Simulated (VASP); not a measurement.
Level of theory: MS2 meta-GGA, VASP's PBE PAW potentials (set 64) (plane waves; VASP 6.6.1).

VASP input:

**POSCAR**
```
Be
1.0
  1.1450000000  -1.9831980000   0.0000000000
  1.1450000000   1.9831980000   0.0000000000
  0.0000000000   0.0000000000   3.5800000000
Be
2
Cart
  1.1450000000   0.6610673221   0.8950000000
  1.1450000000  -0.6610673221   2.6850000000
```

File KPOINTS:
```
Automatic mesh
0
Gamma
16 16 9
0 0 0
```

**INCAR**
```
ALGO  =  Normal
EDIFF  =  1E-6
EDIFFG  =  -0.01
ENCUT  =  520
IBRION  =  2
ISIF  =  3
ISMEAR  =  1
LASPH  =  .True.
LCHARG  =  .False.
LMIXTAU  =  .True.
LREAL  =  .False.
LWAVE  =  .False.
METAGGA  =  MS2
NELM  =  100
NSW  =  60
PREC  =  Accurate
SIGMA  =  0.1
SYSTEM  =  Be
```

POTCAR, in this order: Be (PBE.64 set). Program: vasp_std.

Energy and stress use the plane-wave basis of the starting cell.

Question: Estimate the energy per atom (σ→0), volume per atom, band gap (on the k-mesh).

Answer: 
- energy per atom (σ→0) = -4.947 eV/atom
- band gap (on the k-mesh) = none (metal, semimetal or under 0.01 eV)
- volume per atom = 7.85 Å^3/atom

File OSZICAR:
```
...
DAV:   2    -0.989360946384E+01   -0.48397E-04   -0.11958E-04  1800   0.918E-02    0.604E-03
DAV:   3    -0.989360835677E+01    0.11071E-05   -0.35124E-06  2760   0.242E-02    0.407E-03
DAV:   4    -0.989360850754E+01   -0.15077E-06   -0.94073E-06  1800   0.312E-02
   3 F= -.98936085E+01 E0= -.98935365E+01  d E =-.776139E-02
       N       E                     dE             d eps       ncg     rms          rms(c)
DAV:   1    -0.989364189494E+01   -0.33538E-04   -0.31459E-04  2250   0.120E-01    0.547E-03
DAV:   2    -0.989364167396E+01    0.22098E-06   -0.21816E-06  2166   0.143E-02
   4 F= -.98936417E+01 E0= -.98935749E+01  d E =-.331664E-04
```

The compound is Be in the hcp structure. This run relaxes it. Symmetry was kept, so distortions that lower it aren't found.
